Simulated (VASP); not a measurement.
# K2B2P (P-3m1) in VASP: notebook

Aim: see how the results for K2B2P move with the level of theory and the settings. Levels: PBE, PBEsol. Tasks: relaxation of cell and atoms.

Everything below comes from runs of VASP 6.6.1. Logs are shortened: lines on timing, memory, paths and dates and some standing lists are left out, and cuts for length are marked.

### Step 1. The structure

Symmetry: P-3m1, No. 164, trigonal system. The conventional cell has a = 5.364 Å, b = 5.364 Å, c = 5.084 Å, α = 90.00°, β = 90.00°, γ = 120.00°. K (site symmetry 3m) has 3 B at 3.12 Å and 3 P at 3.41 Å as nearest neighbours. B (site symmetry 3m) is surrounded by 1 B at 1.53 Å. P (site symmetry -3m) is surrounded by 2 B at 1.78 Å.

The cell was built by a generator and needn't be a form met in nature.

### Step 2. Relaxation of cell and atoms, PBE

File INCAR:

```
  PREC = Accurate
  ENCUT = 600
  EDIFF = 1E-6
  ISMEAR = 0
  SIGMA = 0.05
  LREAL = F
  LASPH = T
  NELM = 100
  ALGO = Normal
  ISIF = 3
  LWAVE = F
  LCHARG = F
  GGA = PE
  IBRION = 2
  NSW = 40
  EDIFFG = -0.01
```

File KPOINTS:

```
Automatic mesh
0
Gamma
  6 6 5
```

File POSCAR:

```
K2B2P
1.0
    5.3636600000      0.0000000000      0.0000000000
   -2.6818300000      4.6450700000      0.0000000000
    0.0000000000      0.0000000000      5.0835400000
K B P
2 2 1
Direct
    0.3333300000      0.6666700000      0.2815800000
    0.6666700000      0.3333300000      0.7184200000
    0.0000000000      0.0000000000      0.3496600000
    0.0000000000      0.0000000000      0.6503400000
    0.0000000000      0.0000000000      0.0000000000
```

Potentials or basis: VASP PAW PBE potentials, release 64 (K_sv, B, P).

Started as:

```sh
$ cat potpaw_PBE.64/K_sv/POTCAR potpaw_PBE.64/B/POTCAR potpaw_PBE.64/P/POTCAR > POTCAR
$ mpirun -np 1 vasp_std > vasp.out
```

OUTCAR:

```text
PREC = Accurate
   ENCUT = 600
   EDIFF = 1E-6
   ISMEAR = 0
   LREAL = F
   LASPH = T
   NELM = 100
   ISIF = 3
   GGA = PE
   IBRION = 2
   NSW = 40
   EDIFFG = -0.01

 ion  position               nearest neighbor table
   1  0.333  0.667  0.282-   2 3.81   2 3.81   2 3.81
   2  0.667  0.333  0.718-   1 3.81   1 3.81   1 3.81
   3  0.000  0.000  0.350-   4 1.53   5 1.78
   4  0.000  0.000  0.650-   3 1.53   5 1.78
   5  0.000  0.000  0.000-   3 1.78   4 1.78

  LATTYP: Found a hexagonal cell.
 ALAT       =     5.3636600000
 C/A-ratio  =     0.9477744674

  Lattice vectors:

 A1 = (   5.3636600000,   0.0000000000,   0.0000000000)
 A2 = (  -2.6818300000,   4.6450700000,   0.0000000000)
 A3 = (   0.0000000000,   0.0000000000,   5.0835400000)

Analysis of symmetry for initial positions (statically):
=====================================================================
 Subroutine PRICEL returns:
 Original cell was already a primitive cell.

 Routine SETGRP: Setting up the symmetry group for a
 hexagonal supercell.

 Subroutine GETGRP returns: Found  4 space group operations
 (whereof  4 operations were pure point group operations)
 out of a pool of 24 trial point group operations.

The static configuration has the point symmetry C_2h.

Analysis of symmetry for dynamics (positions and initial velocities):
=====================================================================
 Subroutine PRICEL returns:
 Original cell was already a primitive cell.

 Routine SETGRP: Setting up the symmetry group for a
 hexagonal supercell.

 Subroutine GETGRP returns: Found  4 space group operations
 (whereof  4 operations were pure point group operations)
 out of a pool of 24 trial point group operations.

The dynamic configuration has the point symmetry C_2h.

 Subroutine INISYM returns: Found  4 space group operations
 (whereof  4 operations are pure point group operations),
 and found     1 'primitive' translations

----------------------------------------------------------------------------------------

                                     Primitive cell

  volume of cell :     126.6542

  direct lattice vectors                    reciprocal lattice vectors
     5.363660000  0.000000000  0.000000000     0.186439856  0.107641004  0.000000000
    -2.681830000  4.645070000  0.000000000     0.000000000  0.215282009  0.000000000
     0.000000000  0.000000000  5.083540000     0.000000000  0.000000000  0.196713314

  length of vectors
     5.363660000  5.363663622  5.083540000     0.215282154  0.215282009  0.196713314

  position of ions in fractional coordinates (direct lattice)
     0.333330000  0.666670000  0.281580000
     0.666670000  0.333330000  0.718420000
     0.000000000  0.000000000  0.349660000
     0.000000000  0.000000000  0.650340000
     0.000000000  0.000000000  0.000000000

  ion indices of the primitive-cell ions
   primitive index   ion index
                 1           1
                 2           2
                 3           3
                 4           4
                 5           5

----------------------------------------------------------------------------------------

 KPOINTS: Automatic mesh

Automatic generation of k-mesh.
 Grid dimensions read from file:
 generate k-points for:    6    6    5

 Generating k-lattice:

  Cartesian coordinates                     Fractional coordinates (reciprocal lattice)
     0.031073309  0.017940167  0.000000000     0.166666667  0.000000000  0.000000000
     0.000000000  0.035880335  0.000000000     0.000000000  0.166666667  0.000000000
     0.000000000  0.000000000  0.039342663     0.000000000  0.000000000  0.200000000

  Length of vectors
     0.035880359  0.035880335  0.039342663

  Shift w.r.t. Gamma in fractional coordinates (k-lattice)
     0.000000000  0.000000000  0.000000000

 Subroutine IBZKPT returns following result:
 ===========================================

 Found     55 irreducible k-points:

 Following reciprocal coordinates:
            Coordinates               Weight
  0.000000  0.000000  0.000000      1.000000
  0.166667 -0.000000  0.000000      4.000000
 -0.166667  0.166667  0.000000      2.000000
  0.333333  0.000000  0.000000      4.000000
 -0.333333  0.333333  0.000000      2.000000
  0.500000  0.000000  0.000000      2.000000
[... 16 lines left out ...]
  0.500000  0.000000  0.200000      4.000000
  0.500000  0.500000  0.200000      2.000000
 [... further k-points ...]
   k-points           NKPTS =     55   k-points in BZ     NKDIM =     55   number of bands    NBANDS=     18
   number of dos      NEDOS =    301   number of ions     NIONS =      5
   total plane-waves  NPLWV =  96768
   dimension x,y,z NGX =    48 NGY =   48 NGZ =   42
   dimension x,y,z NGXF=    96 NGYF=   96 NGZF=   84
   ions per type =               2   2   1
   NGX,Y,Z   is equivalent  to a cutoff of  14.88, 14.88, 13.74 a.u.
   NGXF,Y,Z  is equivalent  to a cutoff of  29.76, 29.76, 27.47 a.u.
 SYSTEM =  unknown system
   PREC   = accura    normal or accurate (medium, high low for compatibility)
   ISTART =      0    job   : 0-new  1-cont  2-samecut
   ICHARG =      2    charge: 1-file 2-atom 10-const
   ISPIN  =      1    spin polarized calculation?
   LNONCOLLINEAR =      F non collinear calculations
   LSORBIT =      F    spin-orbit coupling
   LASPH  =      T    aspherical Exc in radial PAW
   ENCUT  =  600.0 eV  44.10 Ry    6.64 a.u.  10.71 10.71 10.15*2*pi/ulx,y,z
   NELM   =    100;   NELMIN=  2; NELMDL= -5     # of ELM steps
   EDIFF  = 0.1E-05   stopping-criterion for ELM
   LREAL  =      F    real-space projection
   EDIFFG = -.1E-01   stopping-criterion for IOM
   NSW    =     40    number of steps for IOM
   IBRION =      2    ionic relax: 0-MD 1-quasi-New 2-CG
   NFREE  =      1    steps in history (QN), initial steepest desc. (CG)
   ISIF   =      3    stress and relaxation
   ISYM   =      2    0-nonsym 1-usesym 2-fastsym
   POTIM  = 0.5000    time-step for ionic-motion
   TEBEG  =    0.0;   TEEND  =   0.0 temperature during run
   PSTRESS=    0.0 pullay stress
   NELECT =      29.0000    total number of electrons
   NUPDOWN=      -1.0000    fix difference up-down
   EMIN   =  10.00;   EMAX   =-10.00  energy-range for DOS
   EFERMI =   0.00;   METHOD = LEGACY
   ISMEAR =     0;   SIGMA  =   0.05  broadening in eV -4-tet -1-fermi 0-gaus
   EFERMI_NEDOS =   21; number of points for ismear=-14 and -15
   IALGO  =     38    algorithm
   IMIX   =      4    mixing-type and parameters
     AMIX     =   0.40;   BMIX     =  1.00
     AMIX_MAG =   1.60;   BMIX_MAG =  1.00
  volume/ion in A,a.u.               =      25.33       170.94
  Fermi-wavevector in a.u.,A,eV,Ry     =   1.001538  1.892633 13.647719  1.003079
  Thomas-Fermi vector in A             =   2.133967
   LORBIT       =      0    0 simple, 1 ext, 2 COOP (PROOUT), +10 PAW based schemes
   GGA     = PE    functional components
   LHFCALC =     F    Hartree Fock is set to
   AEXX    =    0.0000 exact exchange contribution
   IVDW    =     0    specifies the selected vdW correction
   LEPSILON=     F    determine dielectric tensor
   LRPA    =     F    only Hartree local field effects (RPA)
 conjugate gradient relaxation of ions
 non-spin polarized calculation
 Gauss-broadening in eV      SIGMA  =   0.05
  energy-cutoff  :      600.00
  volume of cell :      126.65
 maximum number of plane-waves:      4256
 NGX is ok and might be reduce to    48
   NGX = 21   NGY = 21   NGZ = 21

--------------------------------------- Ionic step        1  -------------------------------------------

 number of electron      28.9999999 magnetization

 Free energy of the ion-electron system (eV)
  ---------------------------------------------------
  ext. energy  EPLUGINS =         0.00000000
  ---------------------------------------------------
  free energy    TOTEN  =       -20.17013052 eV

  energy without entropy =      -20.16291773  energy(sigma->0) =      -20.16652413

------------------------ aborting loop because EDIFF is reached ----------------------------------------

  FORCE on cell =-STRESS in cart. coord.  units (eV):
  Direction    XX          YY          ZZ          XY          YZ          ZX
  --------------------------------------------------------------------------------------
  -------------------------------------------------------------------------------------
  Total        0.0569024      0.0568033     -0.2310703     -0.0000859     -0.0000038      0.0000066
  in kB        0.7198163      0.7185626     -2.9230419     -0.0010869     -0.0000483      0.0000837
  external PRESSURE =      -0.4948877 kB  Pullay stress =       0.0000000 kB
[... 63 lines left out ...]
  energy  without entropy=      -20.1628694806  energy(sigma->0) =      -20.16648179

--------------------------------------- Ionic step        3  -------------------------------------------

 number of electron      28.9999999 magnetization

 Free energy of the ion-electron system (eV)
  ---------------------------------------------------
  ext. energy  EPLUGINS =         0.00000000
  ---------------------------------------------------
  free energy    TOTEN  =       -20.17027538 eV

  energy without entropy =      -20.16305675  energy(sigma->0) =      -20.16666606

 E-fermi :   1.8314     XC(G=0):  -7.7277

 val. band max:        1.8291095882   @ k =   0.0000   0.0000   0.2000
 cond. band min:       1.8323556409   @ k =   0.1667  -0.0000   0.2000
 fundamental gap:      0.0032460527
 Fermi energy:         1.8313551697

 k-point     1 :       0.0000    0.0000    0.0000
  band No.  band energies     occupation
      1     -29.3161      2.00000
      2     -29.2782      2.00000
      3     -12.9556      2.00000
      4     -12.8483      2.00000
      5     -12.8483      2.00000
      6     -12.7816      2.00000
[... 10 lines left out ...]
     17       3.9263      0.00000
     18       3.9263      0.00000
[... 466 lines left out ...]
      2     -29.2910      2.00000
      3     -12.9642      2.00000
      4     -12.8976      2.00000
      5     -12.8726      2.00000
      6     -12.8259      2.00000
[... 10 lines left out ...]
     17       4.8421      0.00000
     18       5.0694      0.00000

 [... further k-points ...]

------------------------ aborting loop because EDIFF is reached ----------------------------------------

  FORCE on cell =-STRESS in cart. coord.  units (eV):
  Direction    XX          YY          ZZ          XY          YZ          ZX
  --------------------------------------------------------------------------------------
  -------------------------------------------------------------------------------------
  Total        0.0428188      0.0427422      0.0219528     -0.0000664     -0.0000029      0.0000051
  in kB        0.5419513      0.5409819      0.2778529     -0.0008403     -0.0000371      0.0000642
  external PRESSURE =       0.4535953 kB  Pullay stress =       0.0000000 kB
[... 20 lines left out ...]
  FREE ENERGIE OF THE ION-ELECTRON SYSTEM (eV)
  ---------------------------------------------------
  free  energy   TOTEN  =       -20.1702753777 eV

  energy  without entropy=      -20.1630567482  energy(sigma->0) =      -20.16666606

 reached required accuracy - stopping structural energy minimisation
```

Wall time 5.4 min (1 thread of Intel Xeon Platinum 8559C (Emerald Rapids), shared host); peak memory 0.4 GiB.

What came out:

```
Free energy                            : -20.1703 eV
Relaxed volume                         : 25.32 Å³/atom
Relaxed cell                           : a = 5.365 Å, b = 5.365 Å, c = 5.078 Å, α = 90.00°, β = 90.00°, γ = 120.00°
Space group after relaxing (to 0.05 Å) : P-3m1 (No. 164)
Energy gained by relaxing              : 0.0 meV/atom
Ionic steps                            : 3
Pressure after relaxing                : 0.0 GPa
Band gap on the k mesh                 : none (metal or under the smearing width)
```

Forces in eV/Å, atoms in the order of the input:
```
K    0.000  0.000  0.000
K    0.000  0.000  0.000
B    0.000  0.000  0.002
B    0.000  0.000 -0.002
P    0.000  0.000  0.000
```

The path:
```csv
step,energy change (eV),largest force (eV/Å),pressure (GPa),volume (Å³)
1,0.0000,0.0163,-0.05,126.65
2,0.0000,0.0230,0.15,126.51
3,-0.0001,0.0024,0.05,126.59
```

Final structure:
```cif
data_structure
_symmetry_space_group_name_H-M 'P 1'
_symmetry_Int_Tables_number 1
_cell_length_a 5.3651
_cell_length_b 5.3651
_cell_length_c 5.0781
_cell_angle_alpha 90.000
_cell_angle_beta 90.000
_cell_angle_gamma 120.000
_cell_volume 126.59
loop_
_atom_site_label
_atom_site_type_symbol
_atom_site_fract_x
_atom_site_fract_y
_atom_site_fract_z
_atom_site_occupancy
K1 K 0.33333 0.66667 0.28158 1
K2 K 0.66667 0.33333 0.71842 1
B1 B 0.00000 0.00000 0.34959 1
B2 B 0.00000 0.00000 0.65041 1
P1 P 0.00000 0.00000 0.00000 1
```

Levels at points of the mesh, in eV from the Fermi level:
| k point | band 13 | band 14 | band 15 | band 16 | band 17 | band 18 |
| --- | --- | --- | --- | --- | --- | --- |
| (0.00, 0.00, 0.00) | -3.45 | 0.56 | 1.53 | 1.53 | 2.09 | 2.09 |
| (0.50, 0.00, 0.00) | -3.38 | 1.23 | 1.23 | 1.26 | 2.29 | 2.40 |
| (0.50, 0.50, 0.00) | -3.38 | 1.23 | 1.23 | 1.26 | 2.29 | 2.40 |

### Step 3. Relaxation of cell and atoms, PBEsol

File INCAR:

```
SYSTEM = K2B2P
  PREC = Accurate
  ENCUT = 600
  EDIFF = 1E-6
  ISMEAR = 0
  SIGMA = 0.05
  LREAL = .False.
  LASPH = .True.
  NELM = 80
  ALGO = Normal
  ISIF = 3
  LWAVE = .False.
  LCHARG = .False.
  GGA = PS
  IBRION = 2
  NSW = 40
  EDIFFG = -0.005
```

File KPOINTS:

```
regular mesh
0
Gamma
  6 6 5
  0 0 0
```

POSCAR is that of step 2.

Potentials or basis: VASP PAW PBE potentials, release 64 (K_sv, B, P).

Started as:

```sh
$ cat potpaw_PBE.64/K_sv/POTCAR potpaw_PBE.64/B/POTCAR potpaw_PBE.64/P/POTCAR > POTCAR
$ mpirun -np 1 vasp_std > vasp.out
```

It took 17 min on 1 thread of Intel Xeon Platinum 8559C (Emerald Rapids), shared host; peak memory 0.41 GiB.

The run converged. Its results:

```yaml
Free_energy: -21.1657 eV
Relaxed_volume: 24.47 Å³/atom
Relaxed_cell: a = 5.282 Å, b = 5.282 Å, c = 5.065 Å, α = 90.00°, β = 90.00°, γ = 120.00°
Space_group_after_relaxing_to_0.05_Å: P-3m1 (No. 164)
Energy_gained_by_relaxing: 2.5 meV/atom
Ionic_steps: 15
Pressure_after_relaxing: 0.0 GPa
Largest_force_after_relaxing: 0.004 eV/Å
Band_gap_on_the_k_mesh: none (metal or under the smearing width)
```

Forces on the atoms (eV/Å):
```
K    0.000  0.000  0.003
K    0.000  0.000 -0.003
B    0.000  0.000 -0.004
B    0.000  0.000  0.004
P    0.000  0.000  0.000
```

The path:
| step | energy change (eV) | largest force (eV/Å) | pressure (GPa) | volume (Å³) |
| --- | --- | --- | --- | --- |
| 1 | 0.0000 | 0.1137 | -0.89 | 126.65 |
| 2 | -0.0064 | 0.2564 | 0.01 | 124.09 |
| 3 | -0.0066 | 0.1946 | -0.14 | 124.50 |
| 4 | -0.0117 | 0.1015 | 0.07 | 122.77 |
| 5 | -0.0119 | 0.1575 | 0.12 | 122.45 |
| 6 | -0.0113 | 0.2021 | -0.13 | 122.08 |
| 7 | -0.0126 | 0.0050 | 0.01 | 122.29 |
| 8 | -0.0126 | 0.0051 | 0.00 | 122.29 |
| 9 | -0.0122 | 0.1044 | -0.05 | 122.18 |
| 10 | -0.0126 | 0.0062 | 0.01 | 122.28 |
| 11 | -0.0126 | 0.0097 | 0.01 | 122.30 |
| 12 | -0.0126 | 0.0060 | 0.00 | 122.29 |
| 13 | -0.0126 | 0.0055 | 0.02 | 122.30 |
| 14 | -0.0126 | 0.0051 | 0.00 | 122.33 |
| 15 | -0.0126 | 0.0041 | 0.00 | 122.37 |

Final structure:
```
CELL_PARAMETERS angstrom
5.28191 -0.00002 0.00000
-2.64097 4.57426 0.00000
0.00000 0.00000 5.06500
ATOMIC_POSITIONS crystal
K 0.33333 0.66667 0.28202
K 0.66667 0.33333 0.71798
B 0.00000 0.00000 0.34935
B 0.00000 0.00000 0.65065
P 0.00000 0.00000 0.00000
```

Levels at points of the mesh, in eV from the Fermi level:
```
           k point  band 11  band 12  band 13  band 14  band 15  band 16  band 17  band 18
(0.00, 0.00, 0.00)    -6.72    -3.45    -3.45     0.59     1.55     1.55     2.07     2.07
(0.50, 0.00, 0.00)    -6.70    -3.99    -3.36     1.16     1.22     1.27     2.32     2.42
(0.50, 0.50, 0.00)    -6.70    -3.99    -3.36     1.16     1.22     1.27     2.32     2.42
```

Caveat: the PAW data sets were made with another functional, which shifts forces and pressure a little.

### Step 4. For comparison

An earlier run on the cell as given: functional PBE; potentials or basis VASP PAW PBE potentials, release 64 (K_sv, B, P); cutoff 520 eV; k mesh 6 × 6 × 5; occupations fermi-dirac, width 0.05 eV; no spin polarisation.

* Pressure: -0.1 GPa
* Largest force: 0.018 eV/Å
* Band gap on the k mesh: none (metal or under the smearing width)

### Step 5. Summary

```csv
task,level,cell,cutoff (eV),smearing,gap on the mesh (eV),pressure (GPa),relaxed volume (Å³/atom)
relaxation of cell and atoms,PBE,relaxed,600,gaussian 0.05 eV,none,0.0,25.32
relaxation of cell and atoms,PBEsol,relaxed,600,gaussian 0.05 eV,none,0.0,24.47
single point,PBE,as given,520,fermi-dirac 0.05 eV,none,-0.1,-
```

Alike in all rows: potentials or basis VASP PAW PBE potentials, release 64 (K_sv, B, P); no spin polarisation; k mesh 6 × 6 × 5.

Caveats: the PAW data sets were made with another functional, which shifts forces and pressure a little (some runs).

Total energies depend on the potentials used, so only differences within one code and one set of settings carry meaning.
